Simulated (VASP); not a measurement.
Energy against volume of InP (zinc blende). Computed with RPBE GGA, VASP's PBE PAW potentials (set 64) (plane waves; VASP).

```
V (Å³/atom)  E (eV/atom)
-----------  -----------
25.569          -3.85758
26.385          -3.87216
27.201          -3.87681
28.017          -3.87312
28.833          -3.86242
```

Problem. Fit a third-order Birch-Murnaghan equation of state.

Solution. 
- volume per atom = 27.22 Å³/atom
- bulk modulus = 54.2 GPa
- pressure derivative of the bulk modulus = 4.79
- lattice constant a = 6.017 Å

Measured: bulk modulus 72.0 GPa at 0 K (computed value off by -24.7 %), as given by Daniel Mejia-Rodriguez et al., Physical Review B (2018), arXiv:1807.09216 [0 K value with the zero-point phonon effect removed]; a 5.858 Å at 0 K (computed value off by +2.7 %), as given by Daniel Mejia-Rodriguez et al., Physical Review B (2018), arXiv:1807.09216 [static lattice: zero-point anharmonic expansion removed].

The compound is InP in the zinc blende structure. It was relaxed first, which changed the volume by +8 %.
